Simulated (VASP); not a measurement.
Crystal: P.

```
P
1.0
     1.65884   -5.09887    0.00000
     1.65884    5.09887    0.00000
     0.00000    0.00000    4.17130
P
4
Cartesian
  1.6588 4.0175 0.3030
  1.6588 -1.0814 1.7827
  1.6588 -4.0175 3.8683
  1.6588 1.0814 2.3886
```

Base run:

```yaml
Program: VASP 6.6.1
Functional: PBEsol
Potentials_or_basis: VASP PAW PBE potentials, release 64 (P)
Cutoff: 600 eV
k_mesh: 10 × 10 × 7
Occupations: gaussian, width 0.02 eV
Spin: no spin polarisation
```

Its results: band gap on the k mesh none (metal or under the smearing width); pressure 0.7 GPa; largest force 0.046 eV/Å.

Q: The run is repeated on the same cell with these changes: functional from PBEsol to PBE. What comes out?

A: Band gap on the k mesh none (metal or under the smearing width); pressure 3.7 GPa; largest force 0.008 eV/Å.

PBE binds less tightly than PBEsol, so the same cell stands under more pressure.

Caveats: the PAW data sets were made with another functional, which shifts forces and pressure a little (some runs).
